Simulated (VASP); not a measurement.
# LiTi in VASP: single point with PBE

Aim: the single point of LiTi with PBE.

Everything below comes from runs of VASP 6.6.1. Logs are shortened: lines on timing, memory, paths and dates and some standing lists are left out, and cuts for length are marked.

### Step 1. Starting point

The cell holds a sheet with vacuum, 2 atoms: a = 3.656 Å, b = 3.656 Å, c = 23.800 Å, α = 90.00°, β = 90.00°, γ = 90.00°.

The cell was built by a generator and needn't be a form met in nature.

### Step 2. Single point, PBE

INCAR reads:

```
PREC     = Accurate       # precision mode
ENCUT    = 520            # plane-wave cutoff, eV
EDIFF    = 1E-6           # SCF threshold, eV
ISMEAR   = 0              # smearing method
SIGMA    = 0.1            # smearing width, eV
LREAL    = F              # projectors in reciprocal space
LASPH    = T              # aspherical terms in the spheres
NELM     = 80             # most SCF steps
ALGO     = Normal         # electronic algorithm
ISIF     = 2              # what is computed and relaxed
LWAVE    = F              # write WAVECAR
LCHARG   = T              # write CHGCAR
LDIPOL   = T            
IDIPOL   = 3            
DIPOL    = 0.5 0.5 0.294
GGA      = PE             # functional
LELF     = T              # ELF
LVHAR    = T            
LVACPOTAV= T            
NBANDS   = 14             # bands
```

KPOINTS reads:

```
regular mesh
0
Gamma
  6 6 1
```

POSCAR reads:

```
LiTi
1.0
    3.6556076787      0.0000000000      0.0000000000
    0.0000000000      3.6556076787      0.0000000000
    0.0000000000      0.0000000000     23.8000000000
Li Ti
1 1
Direct
    0.0000000000      0.0000000000      0.2941176471
    0.5000000000      0.5000000000      0.2941176471
```

Potentials or basis: VASP PAW PBE potentials, release 64 (Li_sv, Ti_sv).

On the command line:

```bash
cat potpaw_PBE.64/Li_sv/POTCAR potpaw_PBE.64/Ti_sv/POTCAR > POTCAR
mpirun -np 1 vasp_std > vasp.out
```

OUTCAR:

```text
PREC = Accurate
   ENCUT = 520
   EDIFF = 1E-6
   ISMEAR = 0
   LREAL = F
   LASPH = T
   NELM = 80
   ISIF = 2
   GGA = PE

 ion  position               nearest neighbor table
   1  0.000  0.000  0.294-   2 2.58   2 2.58   2 2.58   2 2.58
   2  0.500  0.500  0.294-   1 2.58   1 2.58   1 2.58   1 2.58

  LATTYP: Found a simple tetragonal cell.
 ALAT       =     3.6556076787
 C/A-ratio  =     6.5105454665

  Lattice vectors:

 A1 = (   3.6556076787,   0.0000000000,   0.0000000000)
 A2 = (   0.0000000000,   3.6556076787,   0.0000000000)
 A3 = (   0.0000000000,   0.0000000000,  23.8000000000)

Analysis of symmetry for initial positions (statically):
=====================================================================
 Subroutine PRICEL returns:
 Original cell was already a primitive cell.

 Routine SETGRP: Setting up the symmetry group for a
 simple tetragonal supercell.

 Subroutine GETGRP returns: Found 16 space group operations
 (whereof  8 operations were pure point group operations)
 out of a pool of 16 trial point group operations.

The static configuration has the point symmetry C_4v.
 The point group associated with its full space group is D_4h.

Analysis of symmetry for dynamics (positions and initial velocities):
=====================================================================
 Subroutine PRICEL returns:
 Original cell was already a primitive cell.

 Routine SETGRP: Setting up the symmetry group for a
 simple tetragonal supercell.

 Subroutine GETGRP returns: Found 16 space group operations
 (whereof  8 operations were pure point group operations)
 out of a pool of 16 trial point group operations.

The dynamic configuration has the point symmetry C_4v.
 The point group associated with its full space group is D_4h.

 Subroutine INISYM returns: Found 16 space group operations
 (whereof  8 operations are pure point group operations),
 and found     1 'primitive' translations

----------------------------------------------------------------------------------------

                                     Primitive cell

  volume of cell :     318.0505

  direct lattice vectors                    reciprocal lattice vectors
     3.655607679  0.000000000  0.000000000     0.273552331  0.000000000  0.000000000
     0.000000000  3.655607679  0.000000000     0.000000000  0.273552331  0.000000000
     0.000000000  0.000000000 23.800000000     0.000000000  0.000000000  0.042016807

  length of vectors
     3.655607679  3.655607679 23.800000000     0.273552331  0.273552331  0.042016807

  position of ions in fractional coordinates (direct lattice)
     0.000000000  0.000000000  0.294117647
     0.500000000  0.500000000  0.294117647

  ion indices of the primitive-cell ions
   primitive index   ion index
                 1           1
                 2           2

----------------------------------------------------------------------------------------

 KPOINTS: regular mesh

Automatic generation of k-mesh.
 Grid dimensions read from file:
 generate k-points for:    6    6    1

 Generating k-lattice:

  Cartesian coordinates                     Fractional coordinates (reciprocal lattice)
     0.045592055  0.000000000  0.000000000     0.166666667  0.000000000  0.000000000
     0.000000000  0.045592055  0.000000000     0.000000000  0.166666667  0.000000000
     0.000000000  0.000000000  0.042016807     0.000000000  0.000000000  1.000000000

  Length of vectors
     0.045592055  0.045592055  0.042016807

  Shift w.r.t. Gamma in fractional coordinates (k-lattice)
     0.000000000  0.000000000  0.000000000

 Subroutine IBZKPT returns following result:
 ===========================================

 Found     10 irreducible k-points:

 Following reciprocal coordinates:
            Coordinates               Weight
  0.000000  0.000000  0.000000      1.000000
  0.166667  0.000000  0.000000      4.000000
  0.333333  0.000000  0.000000      4.000000
  0.500000  0.000000  0.000000      2.000000
  0.166667  0.166667  0.000000      4.000000
  0.333333  0.166667  0.000000      8.000000
  0.500000  0.166667  0.000000      4.000000
  0.333333  0.333333  0.000000      4.000000
  0.500000  0.333333  0.000000      4.000000
  0.500000  0.500000  0.000000      1.000000
   k-points           NKPTS =     10   k-points in BZ     NKDIM =     10   number of bands    NBANDS=     14
   number of dos      NEDOS =    301   number of ions     NIONS =      2
   total plane-waves  NPLWV = 141120
   dimension x,y,z NGX =    28 NGY =   28 NGZ =  180
   dimension x,y,z NGXF=    56 NGYF=   56 NGZF=  360
   ions per type =               1   1
   NGX,Y,Z   is equivalent  to a cutoff of  12.73, 12.73, 12.57 a.u.
   NGXF,Y,Z  is equivalent  to a cutoff of  25.47, 25.47, 25.15 a.u.
 SYSTEM =  unknown system
   PREC   = accura    normal or accurate (medium, high low for compatibility)
   ISTART =      0    job   : 0-new  1-cont  2-samecut
   ICHARG =      2    charge: 1-file 2-atom 10-const
   ISPIN  =      1    spin polarized calculation?
   LNONCOLLINEAR =      F non collinear calculations
   LSORBIT =      F    spin-orbit coupling
   LASPH  =      T    aspherical Exc in radial PAW
   ENCUT  =  520.0 eV  38.22 Ry    6.18 a.u.   6.80  6.80 44.25*2*pi/ulx,y,z
   NELM   =     80;   NELMIN=  2; NELMDL= -5     # of ELM steps
   EDIFF  = 0.1E-05   stopping-criterion for ELM
   LREAL  =      F    real-space projection
   EDIFFG = 0.1E-04   stopping-criterion for IOM
   NSW    =      0    number of steps for IOM
   IBRION =     -1    ionic relax: 0-MD 1-quasi-New 2-CG
   NFREE  =      0    steps in history (QN), initial steepest desc. (CG)
   ISIF   =      2    stress and relaxation
   ISYM   =      2    0-nonsym 1-usesym 2-fastsym
   POTIM  = 0.5000    time-step for ionic-motion
   TEBEG  =    0.0;   TEEND  =   0.0 temperature during run
   PSTRESS=    0.0 pullay stress
   NELECT =      15.0000    total number of electrons
   NUPDOWN=      -1.0000    fix difference up-down
   EMIN   =  10.00;   EMAX   =-10.00  energy-range for DOS
   EFERMI =   0.00;   METHOD = LEGACY
   ISMEAR =     0;   SIGMA  =   0.10  broadening in eV -4-tet -1-fermi 0-gaus
   EFERMI_NEDOS =   21; number of points for ismear=-14 and -15
   IALGO  =     38    algorithm
   IMIX   =      4    mixing-type and parameters
     AMIX     =   0.40;   BMIX     =  1.00
     AMIX_MAG =   1.60;   BMIX_MAG =  1.00
  volume/ion in A,a.u.               =     159.03      1073.16
  Fermi-wavevector in a.u.,A,eV,Ry     =   0.591480  1.117735  4.759975  0.349848
  Thomas-Fermi vector in A             =   1.639924
   LORBIT       =      0    0 simple, 1 ext, 2 COOP (PROOUT), +10 PAW based schemes
   GGA     = PE    functional components
   LHFCALC =     F    Hartree Fock is set to
   AEXX    =    0.0000 exact exchange contribution
   IVDW    =     0    specifies the selected vdW correction
   LEPSILON=     F    determine dielectric tensor
   LRPA    =     F    only Hartree local field effects (RPA)
 non-spin polarized calculation
 Gauss-broadening in eV      SIGMA  =   0.10
  energy-cutoff  :      520.00
  volume of cell :      318.05
 maximum number of plane-waves:      8644
 NGX is ok and might be reduce to    28
   NGX = 13   NGY = 13   NGZ = 89

 dipolmoment           0.000000      0.000000     -0.000003 electrons x Angstroem

 number of electron      14.9999989 magnetization

 dipolmoment           0.000000      0.000000      0.000001 electrons x Angstroem

 Free energy of the ion-electron system (eV)
  ---------------------------------------------------
  ext. energy  EPLUGINS =         0.00000000
  ---------------------------------------------------
  free energy    TOTEN  =        -5.37614383 eV

  energy without entropy =       -5.32564193  energy(sigma->0) =       -5.35089288

 E-fermi :  -3.0416     XC(G=0):  -1.8102

 val. band max:       -3.0642285588   @ k =   0.1667   0.0000   0.0000
 cond. band min:      -3.0406977056   @ k =   0.5000   0.3333   0.0000
 fundamental gap:      0.0235308532
 Fermi energy:        -3.0416198208

 k-point     1 :       0.0000    0.0000    0.0000
  band No.  band energies     occupation
      1     -60.4575      2.00000
      2     -48.9442      2.00000
      3     -37.0348      2.00000
      4     -36.5363      2.00000
      5     -36.5363      2.00000
      6      -6.1393      2.00000
      7      -3.3279      1.99995
      8      -2.8574      0.00919
      9      -2.7781      0.00019
     10      -2.1912      0.00000
     11      -2.1912      0.00000
     12      -1.8185      0.00000
     13       0.6226      0.00000
     14       0.9786      0.00000

 k-point     2 :       0.1667    0.0000    0.0000
  band No.  band energies     occupation
      1     -60.4570      2.00000
      2     -48.9443      2.00000
      3     -37.0341      2.00000
      4     -36.5439      2.00000
      5     -36.5355      2.00000
      6      -5.8659      2.00000
      7      -3.2881      1.99951
      8      -3.0642      1.25083
      9      -2.7011      0.00000
     10      -2.1693      0.00000
     11      -2.0969      0.00000
     12      -1.7819      0.00000
     13       0.8947      0.00000
     14       1.3061      0.00000
[... 105 lines left out ...]
      1     -60.4538      2.00000
      2     -48.9437      2.00000
      3     -37.0301      2.00000
      4     -36.5671      2.00000
      5     -36.5587      2.00000
      6      -3.2911      1.99958
      7      -3.2577      1.99776
      8      -3.0407      0.98960
      9      -2.7422      0.00002
     10      -2.3066      0.00000
     11      -2.1938      0.00000
     12      -1.0326      0.00000
     13       1.8129      0.00000
     14       1.8542      0.00000

 k-point    10 :       0.5000    0.5000    0.0000
  band No.  band energies     occupation
      1     -60.4534      2.00000
      2     -48.9433      2.00000
      3     -37.0294      2.00000
      4     -36.5673      2.00000
      5     -36.5673      2.00000
      6      -3.3751      2.00000
      7      -2.8944      0.03739
      8      -2.8944      0.03739
      9      -2.2542      0.00000
     10      -2.0677      0.00000
     11      -2.0677      0.00000
     12      -1.2786      0.00000
     13       0.7165      0.00000
     14       2.0520      0.00000

------------------------ aborting loop because EDIFF is reached ----------------------------------------

  FORCE on cell =-STRESS in cart. coord.  units (eV):
  Direction    XX          YY          ZZ          XY          YZ          ZX
  --------------------------------------------------------------------------------------
  -------------------------------------------------------------------------------------
  Total       -0.0168235     -0.0168235     -0.0248365      0.0000000      0.0000000      0.0000000
  in kB       -0.0847482     -0.0847482     -0.1251137      0.0000000      0.0000000      0.0000000
  external PRESSURE =      -0.0982034 kB  Pullay stress =       0.0000000 kB

 VOLUME and BASIS-vectors are now :
 -----------------------------------------------------------------------------
  energy-cutoff  :      520.00
  volume of cell :      318.05
      direct lattice vectors                 reciprocal lattice vectors
     3.655607679  0.000000000  0.000000000     0.273552331  0.000000000  0.000000000
     0.000000000  3.655607679  0.000000000     0.000000000  0.273552331  0.000000000
     0.000000000  0.000000000 23.800000000     0.000000000  0.000000000  0.042016807

 POSITION                                       TOTAL-FORCE (eV/Angst)
 -----------------------------------------------------------------------------------
      0.00000      0.00000      7.00000         0.000000     -0.000000      0.000000
      1.82780      1.82780      7.00000         0.000000      0.000000     -0.000000
 -----------------------------------------------------------------------------------
    total drift:                                0.000000      0.000000      0.000061

  FREE ENERGIE OF THE ION-ELECTRON SYSTEM (eV)
  ---------------------------------------------------
  free  energy   TOTEN  =        -5.3761438299 eV

  energy  without entropy=       -5.3256419335  energy(sigma->0) =       -5.35089288

 vacuum level on the upper side and lower side of the slab         1.057         1.057
```

It took 47 s on 1 thread of Intel Xeon Platinum 8488C (Sapphire Rapids), shared host; peak memory 0.37 GiB.

What came out:

| Property | Result |
| --- | --- |
| Free energy | -5.3761 eV |
| Band gap on the k mesh | none (metal or under the smearing width) |
| Work function of the upper face | 4.10 eV |
| Work function of the lower face | 4.10 eV |

Levels at points of the mesh, in eV from the Fermi level:
```
           k point  band 5  band 6  band 7  band 8  band 9  band 10
(0.00, 0.00, 0.00)  -33.49   -3.10   -0.29    0.18    0.26     0.85
(0.50, 0.00, 0.00)  -33.49   -1.78   -0.38    0.19    0.32     0.57
(0.50, 0.50, 0.00)  -33.53   -0.33    0.15    0.15    0.79     0.97
```

Caveat: the cutoff is under 1.25 times the usual one of these potentials, so pressure, stress and relaxed cells hold a basis-set (Pulay) error.
